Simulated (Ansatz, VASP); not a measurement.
**Mg3C in VASP and in Ansatz**

Contents of INCAR:

```
SYSTEM = Mg3C
PREC = Accurate
ENCUT = 520
EDIFF = 1E-6
ISMEAR = 0
SIGMA = 0.1
LREAL = .False.
LASPH = .True.
NELM = 60
ALGO = Normal
ISIF = 2
LWAVE = .False.
LCHARG = .False.
GGA = PE
NBANDS = 13
```

Contents of KPOINTS:

```
regular mesh
0
Gamma
  6 6 4
  0 0 0
```

File POSCAR:

```
Mg3C
1.0
    4.1609737300      0.0000000000      0.0000000000
   -2.0804868600      3.6035089500      0.0000000000
    0.0000000000      0.0000000000      4.3914756500
Mg C
3 1
Direct
    0.0000000000      0.0000000000      0.5000000000
    0.3333333300      0.6666666700      0.0000000000
    0.6666666700      0.3333333300      0.0000000000
    0.0000000000      0.0000000000      0.0000000000
```

Input for Ansatz:

```yaml
crystal:
  lattice:
    - [4.16097373, 0.0, 0.0]
    - [-2.08048686, 3.60350895, 0.0]
    - [0.0, 0.0, 4.39147565]
  atoms:
    - { symbol: Mg, position: [0.0, 0.0, 0.5] }
    - { symbol: Mg, position: [0.33333333, 0.66666667, 0.0] }
    - { symbol: Mg, position: [0.66666667, 0.33333333, 0.0] }
    - { symbol: C, position: [0.0, 0.0, 0.0] }
basis:
  ecutwfc: 420
kpoints:
  mp_grid: { grid: [6, 6, 4] }
hamiltonian:
  xc: pbe
scf:
  occupations: { method: gaussian, width: 0.1 }
  lower_state_search: "off"
output:
  forces: true
  stress: true
  eigenvalues: true
```

Change from the starting cell: species swapped into the Li3N type (P6/mmm, No. 191).

Alike in both runs: task single point; functional PBE; k mesh 6 × 6 × 4; occupations gaussian, width 0.1 eV; no spin polarisation.

```csv
,VASP,Ansatz
version,VASP 6.6.1,Ansatz 0.2.0
potentials or method,"VASP PAW PBE potentials, release 64 (Mg, C)","scalar-relativistic, plane waves, PAW"
plane-wave cutoff (eV),520,420
valence electrons in the cell,10,34
```

Ansatz gave:

```
gap on the k mesh at the Fermi level (eV)       : none
pressure (GPa)                                  : 4.9
largest component of the traceless stress (GPa) : 3.94
```

Problem. Which values does VASP return?

Solution. gap on the k mesh at the Fermi level (eV): none; pressure (GPa): 4.8; largest component of the traceless stress (GPa): 3.98.

A gap of «none» marks a metal or a gap that the smearing closes. With one functional, cell and mesh, what is left measures potentials, basis and numerics. The two sets of potentials don't hold the same shells in valence.
